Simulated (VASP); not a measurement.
# FTl in VASP: further runs

Runs on FTl. Level: PBE. Tasks: single point, relaxation of the atoms.

All numbers are computed with VASP 6.6.1; they aren't measurements. Logs are shortened: lines on timing, memory, paths and dates and some standing lists are left out, and cuts for length are marked.

## (1) The undisturbed molecule

The cell holds a molecule in a box, 2 atoms: a = 9.000 Å, b = 9.000 Å, c = 12.000 Å, α = 90.00°, β = 90.00°, γ = 90.00°.

## (2) Single point, PBE (atoms moved at random, drawn with an rms of 0.05 Å)

File INCAR:

```
SYSTEM = TlF
PREC     = Accurate       ! precision mode
ENCUT    = 520            ! plane-wave cutoff, eV
EDIFF    = 1E-6           ! SCF threshold, eV
ISMEAR   = 0              ! smearing method
SIGMA    = 0.01           ! smearing width, eV
LREAL    = .False.        ! projectors in reciprocal space
LASPH    = .True.         ! aspherical terms in the spheres
NELM     = 80             ! most SCF steps
ALGO     = Normal         ! electronic algorithm
ISIF     = 2              ! what is computed and relaxed
LWAVE    = .False.        ! write WAVECAR
LCHARG   = .False.        ! write CHGCAR
GGA      = PE             ! functional
NBANDS   = 17             ! bands
```

File KPOINTS:

```
Automatic mesh
0
Gamma
  1 1 1
  0 0 0
```

File POSCAR:

```
TlF
1.0
    9.0000000000      0.0000000000      0.0000000000
    0.0000000000      9.0000000000      0.0000000000
    0.0000000000      0.0000000000     12.0000000000
F Tl
1 1
Direct
    0.5035540000      0.5064170000      0.4197070000
    0.5005210000      0.5009060000      0.5878280000
```

Potentials or basis: VASP PAW PBE potentials, release 64 (F, Tl_d).

On the command line:

```sh
$ cat potpaw_PBE.64/F/POTCAR potpaw_PBE.64/Tl_d/POTCAR > POTCAR
$ mpirun -np 1 vasp_gam > vasp.out
```

OUTCAR:

```text
SYSTEM = TlF
   PREC = Accurate
   ENCUT = 520
   EDIFF = 1E-6
   ISMEAR = 0
   LREAL = .False.
   LASPH = .True.
   NELM = 80
   ISIF = 2
   GGA = PE

 ion  position               nearest neighbor table
   1  0.504  0.506  0.420-   2 2.02
   2  0.501  0.501  0.588-   1 2.02

  LATTYP: Found a simple tetragonal cell.
 ALAT       =     9.0000000000
 C/A-ratio  =     1.3333333333

  Lattice vectors:

 A1 = (   9.0000000000,   0.0000000000,   0.0000000000)
 A2 = (   0.0000000000,   9.0000000000,   0.0000000000)
 A3 = (   0.0000000000,   0.0000000000,  12.0000000000)

Analysis of symmetry for initial positions (statically):
=====================================================================
 Subroutine PRICEL returns:
 Original cell was already a primitive cell.

 Routine SETGRP: Setting up the symmetry group for a
 simple tetragonal supercell.

 Subroutine GETGRP returns: Found  1 space group operations
 (whereof  1 operations were pure point group operations)
 out of a pool of 16 trial point group operations.

The static configuration has the point symmetry C_1 .

Analysis of symmetry for dynamics (positions and initial velocities):
=====================================================================
 Subroutine PRICEL returns:
 Original cell was already a primitive cell.

 Routine SETGRP: Setting up the symmetry group for a
 simple tetragonal supercell.

 Subroutine GETGRP returns: Found  1 space group operations
 (whereof  1 operations were pure point group operations)
 out of a pool of 16 trial point group operations.

The dynamic configuration has the point symmetry C_1 .

 Subroutine INISYM returns: Found  1 space group operations
 (whereof  1 operations are pure point group operations),
 and found     1 'primitive' translations

----------------------------------------------------------------------------------------

                                     Primitive cell

  volume of cell :     972.0000

  direct lattice vectors                    reciprocal lattice vectors
     9.000000000  0.000000000  0.000000000     0.111111111  0.000000000  0.000000000
     0.000000000  9.000000000  0.000000000     0.000000000  0.111111111  0.000000000
     0.000000000  0.000000000 12.000000000     0.000000000  0.000000000  0.083333333

  length of vectors
     9.000000000  9.000000000 12.000000000     0.111111111  0.111111111  0.083333333

  position of ions in fractional coordinates (direct lattice)
[... 52 lines left out ...]
   LASPH  =      T    aspherical Exc in radial PAW
   ENCUT  =  520.0 eV  38.22 Ry    6.18 a.u.  16.73 16.73 22.31*2*pi/ulx,y,z
   NELM   =     80;   NELMIN=  2; NELMDL= -5     # of ELM steps
   EDIFF  = 0.1E-05   stopping-criterion for ELM
   LREAL  =      F    real-space projection
   EDIFFG = 0.1E-04   stopping-criterion for IOM
   NSW    =      0    number of steps for IOM
   IBRION =     -1    ionic relax: 0-MD 1-quasi-New 2-CG
   NFREE  =      0    steps in history (QN), initial steepest desc. (CG)
   ISIF   =      2    stress and relaxation
   ISYM   =      2    0-nonsym 1-usesym 2-fastsym
   POTIM  = 0.5000    time-step for ionic-motion
   TEBEG  =    0.0;   TEEND  =   0.0 temperature during run
   PSTRESS=    0.0 pullay stress
   NELECT =      20.0000    total number of electrons
   NUPDOWN=      -1.0000    fix difference up-down
   EMIN   =  10.00;   EMAX   =-10.00  energy-range for DOS
   EFERMI =   0.00;   METHOD = LEGACY
   ISMEAR =     0;   SIGMA  =   0.01  broadening in eV -4-tet -1-fermi 0-gaus
   EFERMI_NEDOS =   21; number of points for ismear=-14 and -15
   IALGO  =     38    algorithm
   IMIX   =      4    mixing-type and parameters
     AMIX     =   0.40;   BMIX     =  1.00
     AMIX_MAG =   1.60;   BMIX_MAG =  1.00
  volume/ion in A,a.u.               =     486.00      3279.69
  Fermi-wavevector in a.u.,A,eV,Ry     =   0.448604  0.847738  2.738107  0.201245
  Thomas-Fermi vector in A             =   1.428188
   LORBIT       =      0    0 simple, 1 ext, 2 COOP (PROOUT), +10 PAW based schemes
   GGA     = PE    functional components
   LHFCALC =     F    Hartree Fock is set to
   AEXX    =    0.0000 exact exchange contribution
   IVDW    =     0    specifies the selected vdW correction
   LEPSILON=     F    determine dielectric tensor
   LRPA    =     F    only Hartree local field effects (RPA)
 non-spin polarized calculation
 Gauss-broadening in eV      SIGMA  =   0.01
  energy-cutoff  :      520.00
  volume of cell :      972.00
 maximum number of plane-waves:     13093
 NGX is ok and might be reduce to    70
   NGX = 33   NGY = 33   NGZ = 45

 number of electron      20.0000007 magnetization

 Free energy of the ion-electron system (eV)
  ---------------------------------------------------
  ext. energy  EPLUGINS =         0.00000000
  ---------------------------------------------------
  free energy    TOTEN  =        -6.31741782 eV

  energy without entropy =       -6.31741782  energy(sigma->0) =       -6.31741782

 E-fermi :  -6.2276     XC(G=0):  -1.0448

 val. band max:       -6.2909749315   @ k =   0.0000   0.0000   0.0000
 cond. band min:      -1.7313611370   @ k =   0.0000   0.0000   0.0000
 fundamental gap:      4.5596137944
 Fermi energy:        -6.2275805870

 k-point     1 :       0.0000    0.0000    0.0000
  band No.  band energies     occupation
      1     -26.0950      2.00000
      2     -15.3381      2.00000
      3     -15.3380      2.00000
      4     -15.1258      2.00000
      5     -15.1258      2.00000
      6     -15.0535      2.00000
[... 9 lines left out ...]
     16       1.1985      0.00000
     17       1.7110      0.00000

------------------------ aborting loop because EDIFF is reached ----------------------------------------

  FORCE on cell =-STRESS in cart. coord.  units (eV):
  Direction    XX          YY          ZZ          XY          YZ          ZX
  --------------------------------------------------------------------------------------
  -------------------------------------------------------------------------------------
  Total       -0.0330975     -0.0326238      3.7406486      0.0013025     -0.0964314     -0.0530338
  in kB       -0.0545555     -0.0537748      6.1658255      0.0021470     -0.1589509     -0.0874172
  external PRESSURE =       2.0191651 kB  Pullay stress =       0.0000000 kB

 VOLUME and BASIS-vectors are now :
 -----------------------------------------------------------------------------
  energy-cutoff  :      520.00
  volume of cell :      972.00
      direct lattice vectors                 reciprocal lattice vectors
     9.000000000  0.000000000  0.000000000     0.111111111  0.000000000  0.000000000
     0.000000000  9.000000000  0.000000000     0.000000000  0.111111111  0.000000000
     0.000000000  0.000000000 12.000000000     0.000000000  0.000000000  0.083333333

 POSITION                                       TOTAL-FORCE (eV/Angst)
 -----------------------------------------------------------------------------------
      4.53199      4.55775      5.03648         0.026230      0.047935     -1.909175
      4.50469      4.50815      7.05394        -0.026230     -0.047935      1.909175
 -----------------------------------------------------------------------------------
    total drift:                                0.000170      0.000734     -0.000347

  FREE ENERGIE OF THE ION-ELECTRON SYSTEM (eV)
  ---------------------------------------------------
  free  energy   TOTEN  =        -6.3174178161 eV

  energy  without entropy=       -6.3174178161  energy(sigma->0) =       -6.31741782
```

stdout:

```text
POSCAR found type information on POSCAR F Tl
 POSCAR found :  2 types and       2 ions
 scaLAPACK will be used
 LDA part: xc-table for (Slater+PW92), standard interpolation
 POSCAR, INCAR and KPOINTS ok, starting setup
 FFT: planning ... GRIDC
 FFT: planning ... GRID_SOFT
 FFT: planning ... GRID
 WAVECAR not read
 entering main loop
```

It took 47 s on 1 thread of Intel Xeon 6975P-C (Granite Rapids), shared host; peak memory 0.83 GiB.

What came out:

```
Free energy                     : -6.3174 eV
Largest force                   : 1.910 eV/Å
Gap between the frontier levels : 4.56 eV
```

Forces in eV/Å, atoms in the order of the input:
```
F    0.026  0.048 -1.909
Tl  -0.026 -0.048  1.909
```

Caveat: spin-orbit coupling is left out, which as a rule narrows the gap of such compounds by several tenths of an eV.

(Part 1 of 2 ends here.)
